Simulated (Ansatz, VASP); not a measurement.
# TaN: VASP beside Ansatz

Aim: how closely do two programs agree when they are given the same cell, functional and k mesh? The cell is taken from a series of runs on this material, whose earlier steps may have relaxed, scaled, displaced or heated it; both programs get it as it stands.

Main program and level: Ansatz 0.2.0; plane waves, with VASP 6.6.1 beside it; relaxation of cell and atoms at r2SCAN.

## 1. The starting structure

Symmetry: Fm-3m, No. 225, cubic system. Conventional cell: a = 4.400 Å, b = 4.400 Å, c = 4.400 Å, α = 90.00°, β = 90.00°, γ = 90.00°. Nearest to Ta lie 6 N at 2.20 Å. Nearest to N lie 6 Ta at 2.20 Å. Farther neighbours and most contacts between anions are not listed.

## 2. VASP: relaxation of cell and atoms, r2SCAN

The relaxed volume is the usual yardstick between codes: in a stiff, nearly cubic crystal its relative difference is about their pressure difference at one cell divided by the bulk modulus.

Lines of VASP's logs that name or quote its potential files are left out, and so is its time.

INCAR

```
SYSTEM = TaN
PREC = Accurate
ENCUT = 660
EDIFF = 1E-07
NELM = 120
ISMEAR = -1
SIGMA = 0.05
LREAL = .FALSE.
ALGO = Normal
METAGGA = R2SCAN
LASPH = .TRUE.
NBANDS = 14
LORBIT = 11
LWAVE = .FALSE.
LCHARG = .FALSE.
ISIF = 3
IBRION = 2
NSW = 80
EDIFFG = -0.005
GGA_COMPAT = .FALSE.
NELMIN = 4
LMIXTAU = .TRUE.
```

POSCAR

```
TaN
1.0
    0.0000000000      2.2000000000      2.2000000000
    2.2000000000      0.0000000000      2.2000000000
    2.2000000000      2.2000000000      0.0000000000
Ta N
1 1
Direct
    0.0000000000      0.0000000000      0.0000000000
    0.5000000000      0.5000000000      0.5000000000
```

KPOINTS

```
Automatic mesh
0
Gamma
17 17 17
0 0 0
```

The projector-augmented-wave data sets are Ta_pv and N (PBE family, release 64).

Started as:

```bash
mpirun -np 1 vasp_std
```

Numbers of over 12 decimals in the logs are rounded to 6 here.

What it wrote:

```text
[banner, memory and clock lines left out]
running    1 mpi-ranks, on    1 nodes
 distrk:  each k-point on    1 cores,    1 groups
 distr:  one band on    1 cores,    1 groups

 POSCAR found type information on POSCAR TaN
 POSCAR found :  2 types and       2 ions
|                                                                             |
|               ----> ADVICE to this user running VASP <----                  |
|                                                                             |
|     You enforced a specific xc type in the INCAR file but a different       |
|     [... a line on the potential file left out ...]
|     I HOPE YOU KNOW WHAT YOU ARE DOING!                                     |
|                                                                             |

 LDA part: xc-table for (None), standard interpolation
 POSCAR, INCAR and KPOINTS ok, starting setup
 FFT: planning ... GRIDC
 FFT: planning ... GRID_SOFT
 FFT: planning ... GRID
 WAVECAR not read
 entering main loop
       N       E                     dE             d eps       ncg     rms          rms(c)
DAV:   1     0.736191504529E+02    0.73619E+02   -0.10392E+04  4620   0.147E+03
DAV:   2    -0.629279283563E+02   -0.13655E+03   -0.12952E+03  5454   0.373E+02
DAV:   3    -0.671510923950E+02   -0.42232E+01   -0.41028E+01  5782   0.653E+01
DAV:   4    -0.671840957104E+02   -0.33003E-01   -0.32930E-01  5256   0.581E+00
DAV:   5    -0.671843962712E+02   -0.30056E-03   -0.30053E-03  5826   0.431E-01    0.248E+01
DAV:   6    -0.589614795228E+02    0.82229E+01   -0.61322E+00  5000   0.308E+01    0.911E+00
DAV:   7    -0.597488415668E+02   -0.78736E+00   -0.50568E-01  4914   0.738E+00    0.626E+00
DAV:   8    -0.583004901525E+02    0.14484E+01   -0.42245E-01  5790   0.778E+00    0.178E+00
DAV:   9    -0.596520527413E+02   -0.13516E+01   -0.35574E-01  4932   0.581E+00    0.162E+00
DAV:  10    -0.596449243513E+02    0.71284E-02   -0.15145E-02  5394   0.101E+00    0.110E+00
DAV:  11    -0.596330177808E+02    0.11907E-01   -0.58079E-03  5132   0.683E-01    0.710E-01
DAV:  12    -0.596329211452E+02    0.96636E-04   -0.31958E-02  5816   0.148E+00    0.138E-01
DAV:  13    -0.596322711311E+02    0.65001E-03   -0.15857E-03  4722   0.430E-01    0.162E-01
DAV:  14    -0.596322202593E+02    0.50872E-04   -0.96965E-05  5664   0.858E-02    0.111E-01
DAV:  15    -0.596322133669E+02    0.68924E-05   -0.20862E-05  4836   0.514E-02    0.664E-02
DAV:  16    -0.596322519938E+02   -0.38627E-04   -0.15685E-04  5456   0.109E-01    0.120E-02
DAV:  17    -0.596322529300E+02   -0.93613E-06   -0.37946E-06  4800   0.201E-02    0.916E-03
DAV:  18    -0.596322527731E+02    0.15688E-06   -0.61673E-07  5858   0.645E-03    0.828E-03
DAV:  19    -0.596322523625E+02    0.41055E-06   -0.17846E-06  5740   0.114E-02    0.412E-03
DAV:  20    -0.596322524727E+02   -0.11020E-06   -0.19929E-07  3716   0.374E-03    0.184E-03
DAV:  21    -0.596322525309E+02   -0.58168E-07   -0.14986E-08  2316   0.133E-03
   1 F= -.59632253E+02 E0= -.59629529E+02  d E =-.596323E+02
 curvature:   0.00 expect dE= 0.000E+00 dE for cont linesearch  0.000E+00
 trial: gam= 0.00000 g(F)=  0.255E-60 g(S)=  0.136E-02 ort = 0.000E+00 (trialstep = 0.100E+01)
 search vector abs. value=  0.136E-02
 bond charge predicted
       N       E                     dE             d eps       ncg     rms          rms(c)
DAV:   1    -0.596374817409E+02   -0.52293E-02   -0.22258E-01  4620   0.548E+00    0.916E-01
DAV:   2    -0.596319437758E+02    0.55380E-02   -0.85931E-03  5538   0.901E-01    0.364E-01
DAV:   3    -0.596310694652E+02    0.87431E-03   -0.31790E-03  4764   0.667E-01    0.732E-02
DAV:   4    -0.596313020303E+02   -0.23257E-03   -0.30004E-04  5766   0.186E-01    0.421E-02
DAV:   5    -0.596313175614E+02   -0.15531E-04   -0.14831E-04  5988   0.953E-02    0.292E-02
DAV:   6    -0.596313037860E+02    0.13775E-04   -0.26155E-05  5946   0.500E-02    0.814E-03
DAV:   7    -0.596313159225E+02   -0.12136E-04   -0.19824E-05  5340   0.478E-02    0.575E-03
DAV:   8    -0.596313177216E+02   -0.17992E-05   -0.37006E-06  5280   0.220E-02    0.452E-03
DAV:   9    -0.596313184729E+02   -0.75129E-06   -0.11896E-06  5982   0.907E-03    0.230E-03
DAV:  10    -0.596313185826E+02   -0.10968E-06   -0.14482E-07  3260   0.366E-03    0.891E-04
DAV:  11    -0.596313186335E+02   -0.50932E-07   -0.71865E-09  2346   0.907E-04
   2 F= -.59631319E+02 E0= -.59628553E+02  d E =0.933897E-03
 trial-energy change:    0.000934  1 .order    0.000922   -0.001355    0.003199
 step:   0.2943(harm=  0.2976)  dis= 0.00000  next Energy=   -59.632452 (dE=-0.199E-03)
 bond charge predicted
       N       E                     dE             d eps       ncg     rms          rms(c)
DAV:   1    -0.596355168201E+02   -0.41982E-02   -0.11019E-01  4620   0.383E+00    0.648E-01
DAV:   2    -0.596327546239E+02    0.27622E-02   -0.42382E-03  5532   0.639E-01    0.257E-01
DAV:   3    -0.596323019540E+02    0.45267E-03   -0.15764E-03  4824   0.471E-01    0.519E-02
DAV:   4    -0.596324316576E+02   -0.12970E-03   -0.14945E-04  5754   0.133E-01    0.304E-02
DAV:   5    -0.596324472326E+02   -0.15575E-04   -0.71283E-05  6000   0.663E-02    0.207E-02
DAV:   6    -0.596324468405E+02    0.39214E-06   -0.12612E-05  5946   0.347E-02    0.561E-03
DAV:   7    -0.596324488384E+02   -0.19979E-05   -0.93351E-06  5346   0.330E-02    0.394E-03
DAV:   8    -0.596324510113E+02   -0.21729E-05   -0.17430E-06  5262   0.151E-02    0.319E-03
DAV:   9    -0.596324505535E+02    0.45773E-06   -0.57864E-07  5592   0.638E-03    0.165E-03
DAV:  10    -0.596324506569E+02   -0.10340E-06   -0.71126E-08  2340   0.260E-03    0.592E-04
DAV:  11    -0.596324506342E+02    0.22728E-07   -0.54267E-09  2316   0.746E-04
   3 F= -.59632451E+02 E0= -.59629715E+02  d E =-.198103E-03
 curvature:  -0.15 expect dE=-0.122E-07 dE for cont linesearch -0.122E-07
 trial: gam=-0.00771 g(F)=  0.114E-59 g(S)=  0.819E-07 ort = 0.105E-04 (trialstep = 0.859E+00)
 search vector abs. value=  0.105E-09
 reached required accuracy - stopping structural energy minimisation
```

From OUTCAR (step 2):

```text
ion  position               nearest neighbor table
   1  0.000  0.000  0.000-   2 2.20   2 2.20   2 2.20   2 2.20   2 2.20   2 2.20
   2  0.500  0.500  0.500-   1 2.20   1 2.20   1 2.20   1 2.20   1 2.20   1 2.20

  LATTYP: Found a face centered cubic cell.
 ALAT       =     4.4000000000

 Subroutine GETGRP returns: Found 48 space group operations
 (whereof 48 operations were pure point group operations)

The static configuration has the point symmetry O_h .

 Found    165 irreducible k-points:

   k-points           NKPTS =    165   k-points in BZ     NKDIM =    165   number of bands    NBANDS=     14

   dimension x,y,z NGX =    28 NGY =   28 NGZ =   28
   dimension x,y,z NGXF=    56 NGYF=   56 NGZF=   56

   ENCUT  =  660.0 eV  48.51 Ry    6.96 a.u.   6.52  6.52  6.52*2*pi/ulx,y,z

   NELECT =      16.0000    total number of electrons

 k-points in reciprocal lattice and weights: Automatic mesh
   0.00000000  0.00000000  0.00000000       0.000
   0.05882353  0.00000000  0.00000000       0.002
   0.11764706  0.00000000  0.00000000       0.002
   0.17647059  0.00000000  0.00000000       0.002
   0.23529412  0.00000000  0.00000000       0.002
   0.29411765  0.00000000  0.00000000       0.002
   0.35294118  0.00000000  0.00000000       0.002
   0.41176471  0.00000000  0.00000000       0.002
   0.47058824  0.00000000  0.00000000       0.002
[...]
-0.29411765  0.47058824  0.17647059       0.005
  -0.29411765  0.47058824  0.23529412       0.005

 average (electrostatic) potential at core
       1 -40.5629       2 -64.1749

 E-fermi :   9.5472

 k-point     1 :       0.0000    0.0000    0.0000
  band No.  band energies     occupation
    ...
      6       5.4301      2.00000
      7       5.4301      2.00000
      8       7.4078      2.00000
      9       7.4078      2.00000
     10       7.4078      2.00000
     11       9.6922      0.10431
     12       9.6922      0.10431
     13      11.3019      0.00000
     14      19.0995      0.00000

 k-point     2 :       0.0588    0.0000    0.0000
  band No.  band energies     occupation
    ...
      6       5.1301      2.00000
      7       5.1301      2.00000
      8       7.5492      2.00000
      9       7.5492      2.00000
     10       7.6077      2.00000
     11      10.0413      0.00010
     12      10.0413      0.00010
     13      11.5686      0.00000
     14      19.0995      0.00000

 k-point     3 :       0.1176    0.0000    0.0000
  band No.  band energies     occupation
    ...
      6       4.4766      2.00000
      7       4.4766      2.00000
      8       7.8888      2.00000
      9       7.8888      2.00000
     10       7.9340      2.00000
     11      10.9173      0.00000
     12      10.9173      0.00000
     13      12.2639      0.00000
     14      19.0996      0.00000

  Total        0.0010637      0.0010637      0.0010637      0.0000000      0.0000000      0.0000000
  in kB        0.0797921      0.0797921      0.0797921      0.0000000      0.0000000      0.0000000
  external PRESSURE =       0.0797921 kB  Pullay stress =       0.0000000 kB

  energy-cutoff  :      660.00
  volume of cell :       21.36
      direct lattice vectors                 reciprocal lattice vectors
     0.000000000  2.202137334  2.202137334    -0.227052143  0.227052143  0.227052143
     2.202137334 -0.000000000  2.202137334     0.227052143 -0.227052143  0.227052143
     2.202137334  2.202137334  0.000000000     0.227052143  0.227052143 -0.227052143

 POSITION                                       TOTAL-FORCE (eV/Angst)
 -----------------------------------------------------------------------------------
      0.00000     -0.00000      0.00000        -0.000000     -0.000000     -0.000000
      2.20214      2.20214      2.20214         0.000000      0.000000      0.000000
 -----------------------------------------------------------------------------------
    total drift:                                0.000000      0.000000      0.000000

  FREE ENERGIE OF THE ION-ELECTRON SYSTEM (eV)
  ---------------------------------------------------
  free  energy   TOTEN  =       -59.6324506342 eV

  energy  without entropy=      -59.6269786203  energy(sigma->0) =      -59.62971463

 reached required accuracy - stopping structural energy minimisation

 total charge
# of ion       s       p       d       tot
------------------------------------------
    1        0.275   6.218   2.448   8.941
    2        1.237   2.556   0.000   3.792
--------------------------------------------------
tot          1.512   8.773   2.448  12.733

[... 3 further parts left out ...]
```

CONTCAR:

```
TaN
   1.00000000000000
     0.0000000000000000    2.2021373340883268    2.2021373340883268
     2.2021373340883268   -0.0000000000000000    2.2021373340883268
     2.2021373340883268    2.2021373340883268    0.0000000000000000
  Ta              N
     1     1
Direct
     0.0000000000000000    0.0000000000000000    0.0000000000000000
     0.5000000000000000    0.5000000000000000    0.5000000000000000
```

The PAW data sets were made with PBE, which is usual practice but a small mismatch for other functionals. The run keeps the 48 symmetry operations of its start, so it cannot find a distortion of lower symmetry.

## 3. Ansatz: relaxation of cell and atoms, r2SCAN

Ansatz runs on its PAW soft_1 files.

The same cell, functional, mesh and smearing now go to Ansatz.

input.yaml

```yaml
crystal:
  lattice:
    - [0.0, 2.2, 2.2]
    - [2.2, 0.0, 2.2]
    - [2.2, 2.2, 0.0]
  atoms:
    - { symbol: Ta, position: [0.0, 0.0, 0.0] }
    - { symbol: "N", position: [0.5, 0.5, 0.5] }
kpoints:
  mp_grid: { grid: [17, 17, 17] }
scf:
  occupations: { method: fermi_dirac, width: 0.05 }
hamiltonian:
  xc: r2scan
  pseudopotentials: { kind: paw, azcp: { folder: soft_1 } }
basis:
  ecutwfc: 600
output:
  forces: true
  stress: true
relax:
  f_tol: 0.005
  max_steps: 70
  cell: { stress_tol: 0.02, p_target: 0 }
```

Started as:

```bash
ansatz run input.yaml --threads 4 --pin off --max-ram 10240MiB --backend cpu --events-out ev --progress --plain --runs-dir out
```

What it wrote:

```text
Engine: ansatz 0.2.0, aarch64-unknown-linux-gnu
Pseudopotentials: kind: paw
Pseudopotential: Ta, paw, valence charge 13, recommended cutoff 500 eV (meta_gga), soft_1/Ta.paw.azcp
Pseudopotential: N, paw, valence charge 5, recommended cutoff 500 eV (meta_gga), soft_1/N.paw.azcp
Functional definition: r2SCAN
  parameter k0 = 0.174
  parameter k1 = 0.065
  parameter a1 = 4.9479
  exchange = r2scan_x(k0 = k0, k1 = k1, a1 = a1)
  correlation = r2scan_c
Crystal: 2 atoms, lattice volume = 21.296 Å³
Basis set: ecut = 600 eV, 725 PW (Γ), exchange–correlation on 100×100×100 points (64 copies of the dense FFT grid, shifted against one another)
Bands: 13, of which v1, the nominal top of the filled ones, is band 9 counted from 1 (8 counted from 0)
Symmetry: 48 space group operations
Space group: Fm-3m (ITA 225), of the structure as read, at distance tolerance 2.8e-5 Å
k-points: 165 of 4913
Non-local potential: Ta, projectors of the file, l = 0: 3, l = 1: 2, l = 2: 2, l = 3: 1
Non-local potential: N, projectors of the file, l = 0: 2, l = 1: 2, l = 2: 1
PAW form: soft (Blöchl's): semilocal exchange-correlation on the pseudo side does not see the compensation charge
PAW frozen core: Ta, regenerated for the run's functional (the file was generated under x = pbe(κ = 0.804, μ = 0.219515), c = pbe(β = 0.066725))
PAW frozen core: N, regenerated for the run's functional (the file was generated under x = pbe(κ = 0.804, μ = 0.219515), c = pbe(β = 0.066725))
PAW one-centre angular grid: Ta, 590 points (default); XC on 160 Gauss nodes
PAW one-centre angular grid: N, 302 points (default); XC on 160 Gauss nodes
Initial density: superposition of atomic densities (chi_scale 0.1, normalization cell, long waves kept (reshape's long-wave potential 0.00 eV rms))
Initial wavefunctions: pseudopotential atomic-orbital guess
Functional: x = r2scan, c = r2scan; τ floored in thin density (d = 2e-4 eV/Å³)
SCF iter   1: F=—  HF=-10331.843192 eV  |F-HF|=—  |Δ(HF+E_count)|=         —  Δρ=5.55e-2  dr2=6.39e-1  dr2_τ=2.25e-1  ethr=3.10e-3  ⟨swp⟩=5.8  Hψ=23625  notcnv=0  defer=62
automatic band count: the SCF goes on with 17 bands, as 13 were too few: the levels above may hold too much charge
preconditioner: auto → none  [metal: Δε(μ)=0.075 eV  Ē_g=16.697 eV  σ=0.050 eV  W_gap=0.35  n_scr=8 (ndim 8)  ℏωp=25.4 eV  f_vac=0.000  D(μ)=0.62/eV (n_scr^D=0)  sad-step TF]
SCF iter   2: F=—  HF=-10331.906347 eV  |F-HF|=—  |Δ(HF+E_count)|=   6.32e-2  Δρ=3.07e-2  dr2=1.14e-1  dr2_τ=2.25e-2  ethr=3.10e-3  ⟨swp⟩=2.0  Hψ=5019  notcnv=0  defer=369
SCF iter   3: F=—  HF=-10331.929988 eV  |F-HF|=—  |Δ(HF+E_count)|=   2.36e-2  Δρ=7.73e-3  dr2=8.76e-3  dr2_τ=1.15e-3  ethr=6.32e-4  ⟨swp⟩=2.6  Hψ=3830  notcnv=0  defer=369
SCF iter   4: F=—  HF=-10331.931553 eV  |F-HF|=—  |Δ(HF+E_count)|=   1.56e-3  Δρ=1.08e-3  dr2=1.95e-4  dr2_τ=3.17e-5  ethr=4.87e-5  ⟨swp⟩=2.2  Hψ=4166  notcnv=0  defer=369
SCF iter   5: F=—  HF=-10331.931617 eV  |F-HF|=—  |Δ(HF+E_count)|=   6.40e-5  Δρ=1.80e-4  dr2=5.25e-6  dr2_τ=2.90e-7  ethr=1.08e-6  ⟨swp⟩=2.0  Hψ=3248  notcnv=0  defer=369
SCF iter   6: F=—  HF=-10331.931621 eV  |F-HF|=—  |Δ(HF+E_count)|=   3.91e-6  Δρ=2.75e-5  dr2=9.68e-8  dr2_τ=2.35e-8  ethr=5.56e-10  ⟨swp⟩=3.5  Hψ=10634  notcnv=0
SCF iter   7: F=-10331.931621 eV  HF=-10331.931621 eV  |F-HF|=4.24e-8  |Δ(HF+E_count)|=   1.21e-7  Δρ=1.65e-5  dr2=6.80e-8  dr2_τ=5.88e-9  ethr=5.38e-10  ⟨swp⟩=2.9  Hψ=9561  notcnv=0
SCF 1 converged in 7 iterations: F = -10331.931621 eV  dr2 = 6.80e-8
  greatest PAW one-centre occupation: 0.999 electrons in one spin orbital (limit 2), on the Ta atom at site 0 (counted from 0), in its partial waves of l = 0
relax step   1: F+E_penalty+E_count = -10331.93162099 eV  Δ(F+E_penalty+E_count) = +0.000e0 eV  max|allowed force component| = 4.234e-29 eV/Å  Δτ_max = 0.0000 Å  P = -1.029 GPa  Ω = 21.296 Å³  (7 SCF iters, dr2 threshold 1.00e-7 eV, accepted)
[...]
relax step   2: F+E_penalty+E_count = -10331.93182661 eV  Δ(F+E_penalty+E_count) = -2.056e-4 eV  max|allowed force component| = 4.832e-30 eV/Å  Δτ_max = 0.0000 Å  P = +0.466 GPa  Ω = 21.206 Å³  energy of the carried Pulay correction = +4.374e-5 eV  (3 SCF iters, dr2 threshold 2.00e-7 eV, accepted)
[...]
relax step   3: F+E_penalty+E_count = -10331.93185278 eV  Δ(F+E_penalty+E_count) = -2.617e-5 eV  max|allowed force component| = 2.827e-30 eV/Å  Δτ_max = 0.0000 Å  P = -0.007 GPa  Ω = 21.234 Å³  energy of the carried Pulay correction = +3.014e-5 eV  (2 SCF iters, dr2 threshold 2.00e-7 eV, accepted)
[...]
relax step   4: F+E_penalty+E_count = -10331.93182145 eV  Δ(F+E_penalty+E_count) = +3.133e-5 eV  max|allowed force component| = 1.052e-30 eV/Å  Δτ_max = 0.0000 Å  P = -0.005 GPa  Ω = 21.234 Å³  stress off target by 5.34e-3 GPa  SCF on the basis re-selected at this cell (its energy is not comparable with the rows above)  (6 SCF iters)
basis re-selected at this cell: Δ(F+E_penalty+E_count) = +3.133e-5 eV, ΔP = +0.002 GPa vs the last step (what re-selecting the basis moved, of the pressure what is left beyond the Pulay correction that the steps carried, after the strain that the cell walked since its last selection, with what the two solves' SCF thresholds leave and, on support functions, any second-order correction that the steps lacked; it is no m [...]
SCF converged after 6 iterations
Free energy (F): -10331.931821 eV
Harris-Foulkes:  -10331.931821 eV  (|F-HF|=1.82e-12)
Internal energy: -10331.926500 eV  (E = F + TS)
E sigma→0 (E₀):  -10331.929161 eV
Entropy (-TS):   -0.005321 eV (-2.661 meV/atom)
Fermi energy:    21.673155 eV
--- Per-component energies (eV) ---
  E_band       = -61.267889
  E_kinetic    = 527.292054
  E_local      = -569.995137  (includes V_loc(G=0)·N_el)
  E_nonlocal   = 24.034747
  E_hartree    = 204.880505
  E_xc         = -365.815118
  E_vxc        = -344.809102  (∫ρ·V_xc dr)
  E_paw        = -8462.631177  (= ΣΔE_a)
  E_vpaw       = -125.184752  (= ΣTr[D̂ρ^β])
  E_aug_tail   = 0.000032  (compensation charges beyond the density's cutoff)
  E_vtau       = 17.633260  (kinetic-family band-sum trace: ∫τ·v_τ [+ j·A + Jᵃ·Aᵃ] dr)
  E_ewald      = -1688.906304
  E_core_change = -0.786103  (= ΣΔE_core)
  E_smearing   = -0.005321  (= −TS)
  E_closure    = 0.000000  (closes the sum)
  Σ components = -10331.931821   (vs F -10331.931821, Δ=0.00e0)
--- Forces (eV/Å), atoms counted from 1 ---
  atom   1  Ta    -0.00000000    -0.00000000    -0.00000000
  atom   2  N      0.00000000    -0.00000000    -0.00000000
  max |Σ_I F_I| component: 1.38e-30 eV/Å
--- Stress (GPa, compression-positive) ---
       -0.005339      -0.000000      -0.000000
       -0.000000      -0.005339       0.000000
       -0.000000       0.000000      -0.005339
  P = ⅓ Tr σ = -0.0053 GPa (-0.053 kbar)
--- Relaxed structure (3 steps of the walk, 3 accepted, 1 SCFs on fresh bases) ---
  F+E_penalty+E_count = -10331.93182145 eV   max|allowed force component| = 1.052e-30 eV/Å   (the final SCF, on the basis selected at the relaxed cell)
  cell:  # Å, volume = 21.2338 Å³
    - [0, 2.197855, 2.197855]
    - [2.197855, 0, 2.197855]
    - [2.197855, 2.197855, 0]
  atoms:
    - { symbol: Ta, position: [0, 0, 0] }
    - { symbol: N, position: [0.5, 0.5, 0.5] }
```

## 4. Comparison

Known differences besides the potentials themselves: VASP keeps PBE cores, Ansatz makes them for the functional; the data sets hold 18 valence electrons in Ansatz (on its PAW soft_1 files) and 16 in VASP; the cutoff is 600 eV in Ansatz and 660 eV in VASP; Ansatz adds a Pulay correction to the stress that steers its cell, VASP none. Total energies have different zeros and are not compared.

Compared:

```csv
quantity,Ansatz,VASP,difference
volume (Å³),21.23,21.36,-0.58 %
"edge a after relaxation, in the typed setting (Å)",3.108,3.114,-0.20 %
```

## 5. Results

```yaml
difference_in_volume_relaxation_of_cell_and_atoms_r2scan: -0.58 %
```

What this shows: The difference in volume is -0.58 % (relaxation of cell and atoms, r2SCAN), within the 1.2 % picked in this series as the mark of a large difference, as far as the stopping tolerances let one tell. The data sets hold unlike numbers of valence electrons (18 in Ansatz and 16 in VASP), so part of the differences comes from the potentials. Such differences can come from data sets, numerical settings and the points named under the comparisons, not from the functional's error against experiment.

[Lines on the potential files, build, host, timing and source positions are cut from VASP's logs without a mark.]

[Logs are printed without paths, hosts, clocks, repeated set-up lines and the standing remarks that a program may print on its own settings, such as how far it seeks lower states.]

[Hosts, paths, dates, database ids (printed as entryN), source tags and the programs' standing remarks are cut or masked in the printed files.]
